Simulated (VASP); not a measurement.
**GeRh (relaxed from the CrB structure, space group Cmcm): computed properties**

All values below come from PBEsol GGA, VASP's PBE PAW potentials (set 64) (plane waves; VASP 6.6.1).

```yaml
space_group: Cmcm (63)
cell: a = 2.863 Å, b = 10.003 Å, c = 4.030 Å, α = β = γ = 90.00°
volume_per_atom: 14.42 Å^3/atom
band gap (over mesh and band path): none (metal, semimetal or under 0.01 eV)
density: 10.10 g/cm³
```

Space group Cmcm (No. 63); a = 2.863 Å, b = 10.003 Å, c = 4.030 Å, α = 90.00°, β = 90.00°, γ = 90.00°

| atom | site | symmetry | x | y | z |
|---|---|---|---|---|---|
| Ge | 4c | m2m | 0.0000 | 0.3510 | 0.2500 |
| Rh | 4c | m2m | 0.0000 | 0.0958 | 0.2500 |
(The calculation used a cell of 4 atoms; values per cell refer to that cell.)

The structure was generated: GeRh was put into the CrB type (Cmcm), which need not be its known phase. It was relaxed first, which changed the volume by -49 %. Symmetry was kept, so distortions that lower it aren't found.
